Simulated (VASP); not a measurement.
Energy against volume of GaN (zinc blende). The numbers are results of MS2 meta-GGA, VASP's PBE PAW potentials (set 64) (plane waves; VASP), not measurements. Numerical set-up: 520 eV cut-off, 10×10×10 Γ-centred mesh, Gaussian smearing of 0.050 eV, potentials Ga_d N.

```json
[
 {"V (Å³/atom)": "10.509", "E (eV/atom)": "-7.84739"},
 {"V (Å³/atom)": "10.844", "E (eV/atom)": "-7.87054"},
 {"V (Å³/atom)": "11.180", "E (eV/atom)": "-7.87851"},
 {"V (Å³/atom)": "11.515", "E (eV/atom)": "-7.87430"}
]
```

### Question
Fit these four points and predict the energy of the run at 11.851 Å³/atom.

### Answer
A cubic in V^(−2/3), the third-order Birch-Murnaghan form, passes through the four points with V0 = 11.22 Å³/atom and B0 = 189 GPa, and gives -7.8604 eV/atom there. The run gave -7.8598 eV/atom, +0.6 meV/atom from the fit; all five points give B0 = 192 GPa.

The compound is GaN in the zinc blende structure, a metastable form; wurtzite is the usual one. It was relaxed first.
